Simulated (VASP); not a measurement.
Given:

```yaml
crystal:
  lattice:
    - [2.07576, -3.59532, 0.00000]
    - [2.07576, 3.59532, 0.00000]
    - [0.00000, 0.00000, 6.74918]
  atoms:
    - { symbol: Cd, position: [0.66667, 0.33333, 0.50007] }
    - { symbol: Cd, position: [0.33333, 0.66667, 0.00007] }
    - { symbol: S, position: [0.66667, 0.33333, 0.87693] }
    - { symbol: S, position: [0.33333, 0.66667, 0.37693] }
```

Calculation: PBE GGA with D4 dispersion, VASP's PBE PAW potentials (set 64) (plane waves; VASP 6.6.1). Settings: 520 eV cut-off, Gaussian smearing of 0.050 eV, potentials Cd S.

Task: Estimate the band gap (along the path) with the smallest direct gap where there is one.

Result: 
```json
{
  "band gap (along the path)": "1.19 eV",
  "smallest direct gap (along the path)": "1.19 eV"
}
```

Only differences to runs with the same potentials and settings are physical.

The compound is CdS in the wurtzite structure. It was relaxed first.
